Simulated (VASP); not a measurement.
In InSb (zinc blende type) the In atom of the primitive cell, with all its periodic images, is moved by 0.06 Å along [111].

```xyz
2
Lattice="0.0000 3.3200 3.3200 3.3200 0.0000 3.3200 3.3200 3.3200 0.0000" Properties=species:S:1:pos:R:3 pbc="T T T"
In    0.0346    0.0346    0.0346
Sb    1.6600    1.6600    1.6600
```

Theory: PBE, plane waves, standard recommended PAW potentials in VASP 6.6.1.

Cutoff 680 eV; orbitals from an earlier step on the same cell; potentials In_d Sb; PREC = Accurate; k-mesh 4×4×4 Γ-centred; Fermi–Dirac smearing of 0.05 eV; no spin polarisation; no spin–orbit coupling.

(1) What force results?

Results:

(1) The force on it along the displacement is -0.3634 eV/Å, a force constant of 6.06 eV/Å². A one-sided step along [111] also holds the cubic anharmonicity.

```json
{"atom": "In1", "Fx (eV/Å)": "-0.2098", "Fy (eV/Å)": "-0.2098", "Fz (eV/Å)": "-0.2098"}
{"atom": "Sb2", "Fx (eV/Å)": "0.2098", "Fy (eV/Å)": "0.2098", "Fz (eV/Å)": "0.2098"}
```

The k-mesh is coarse, so these values belong to this mesh and can lie far from the converged ones.
